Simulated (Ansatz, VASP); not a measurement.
**Two plane-wave programs on CsSrF3**

File INCAR:

```
SYSTEM = CsSrF3
PREC = Accurate
ENCUT = 520
EDIFF = 1E-6
ISMEAR = 0
SIGMA = 0.05
LREAL = .FALSE.
LASPH = .TRUE.
NELM = 100
ALGO = Normal
ISIF = 2
LWAVE = .FALSE.
LCHARG = .TRUE.
GGA = CA
LELF = .TRUE.
LVHAR = .TRUE.
NBANDS = 28
```

Contents of KPOINTS:

```
regular mesh
0
G
  6 6 6
  0 0 0
```

File POSCAR:

```
CsSrF3
1.0
    5.0010959781     -1.0002191956     -1.0002191956
   -1.0002191956      5.0010959781     -1.0002191956
   -1.0002191956     -1.0002191956      5.0010959781
Cs Sr F
1 1 3
Direct
    0.0000000000      0.0000000000      0.0000000000
    0.5000000000      0.5000000000      0.5000000000
    0.0000000000      0.5000000000      0.5000000000
    0.5000000000      0.0000000000      0.5000000000
    0.5000000000      0.5000000000      0.0000000000
```

Input for Ansatz:

```yaml
crystal:
  lattice:
    - [5.0010959781, -1.0002191956, -1.0002191956]
    - [-1.0002191956, 5.0010959781, -1.0002191956]
    - [-1.0002191956, -1.0002191956, 5.0010959781]
  atoms:
    - { symbol: Cs, position: [0.0, 0.0, 0.0] }
    - { symbol: Sr, position: [0.5, 0.5, 0.5] }
    - { symbol: F, position: [0.0, 0.5, 0.5] }
    - { symbol: F, position: [0.5, 0.0, 0.5] }
    - { symbol: F, position: [0.5, 0.5, 0.0] }
basis:
  ecutwfc: 420
kpoints:
  mp_grid: { grid: [6, 6, 6] }
hamiltonian:
  xc: lda
scf:
  occupations: { method: gaussian, width: 0.05 }
output:
  forces: true
  stress: true
  eigenvalues: true
```

Alike in both runs: task single point; functional LDA; k mesh 6 × 6 × 6; occupations gaussian, width 0.05 eV; no spin polarisation.

|  | VASP | Ansatz |
| --- | --- | --- |
| version | VASP 6.6.1 | Ansatz 0.2.0 |
| potentials or method | VASP PAW LDA potentials, release 64 (Cs_sv, Sr_sv, F) | scalar-relativistic, plane waves, PAW |
| plane-wave cutoff (eV) | 520 | 420 |
| valence electrons in the cell | 40 | 40 |

```csv
,VASP,Ansatz,Ansatz less VASP
gap on the k mesh at the Fermi level (eV),3.95,4.01,+0.065
least direct gap on the mesh (eV),3.95,4.01,+0.065
pressure (GPa),2.8,2.4,-0.43
largest component of the traceless stress (GPa),18.14,17.86,-0.285
```

Caveats: spin-orbit coupling is left out, which moves the levels of the heavy elements. A k mesh can miss the band edges. A hybrid or GW would open this gap; LDA tends to underestimate it.
